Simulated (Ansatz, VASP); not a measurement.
# Ti3P2 in VASP and in Ansatz

The input INCAR:

```
SYSTEM = Ti3P2
  ALGO = Normal
  EDIFF = 1E-7
  ENCUT = 520
  GGA = PE
  ISIF = 2
  ISMEAR = 0
  ISPIN = 2
  LASPH = .TRUE.
  LCHARG = .TRUE.
  LELF = .TRUE.
  LMAXMIX = 4
  LORBIT = 11
  LREAL = .FALSE.
  LVHAR = .TRUE.
  LWAVE = .FALSE.
  MAGMOM = 1 1 1 0 0
  NBANDS = 35
  NELM = 150
  PREC = Accurate
  SIGMA = 0.1
```

The input KPOINTS:

```
k-points
0
G
  4 4 4
  0 0 0
```

File POSCAR:

```
Ti3P2
1.0
    4.4967746276      0.0000000000      0.0000000000
    0.0000000000      4.4967746276      0.0000000000
    0.0000000000      0.0000000000      4.4967746276
Ti P
3 2
Direct
    0.0000000000      0.5000000000      0.5000000000
    0.5000000000      0.0000000000      0.5000000000
    0.5000000000      0.5000000000      0.0000000000
    0.0000000000      0.0000000000      0.0000000000
    0.5000000000      0.5000000000      0.5000000000
```

Input for Ansatz:

```yaml
crystal:
  lattice:
    - [4.4967746276, 0.0, 0.0]
    - [0.0, 4.4967746276, 0.0]
    - [0.0, 0.0, 4.4967746276]
  atoms:
    - { symbol: Ti, position: [0.0, 0.5, 0.5], spin: 1.0 }
    - { symbol: Ti, position: [0.5, 0.0, 0.5], spin: 1.0 }
    - { symbol: Ti, position: [0.5, 0.5, 0.0], spin: 1.0 }
    - { symbol: P, position: [0.0, 0.0, 0.0] }
    - { symbol: P, position: [0.5, 0.5, 0.5] }
basis:
  ecutwfc: 420
kpoints:
  mp_grid: { grid: [4, 4, 4] }
hamiltonian:
  xc: pbe
scf:
  occupations: { method: gaussian, width: 0.1 }
  lower_state_search: "off"
output:
  forces: true
  stress: true
  eigenvalues: true
  populations: true
magnetization:
  spin_polarized: true
```

Alike in both runs: task single point; functional PBE; k mesh 4 × 4 × 4; occupations gaussian, width 0.1 eV; collinear spin.

```csv
,VASP,Ansatz
version,VASP 6.6.1,Ansatz 0.2.0
potentials or method,"VASP PAW PBE potentials, release 64 (Ti_sv, P)","scalar-relativistic, plane waves, PAW"
plane-wave cutoff (eV),520,420
valence electrons in the cell,46,46
```

```csv
,VASP,Ansatz,Ansatz less VASP
gap on the k mesh at the Fermi level (eV),none,none,-
pressure (GPa),0.2,0.2,0.00
net moment per atom (μB),0.00,0.00,0.000
```

A gap of «none» marks a metal or a gap that the smearing closes. Ansatz warned: «seeded_moment_not_kept».
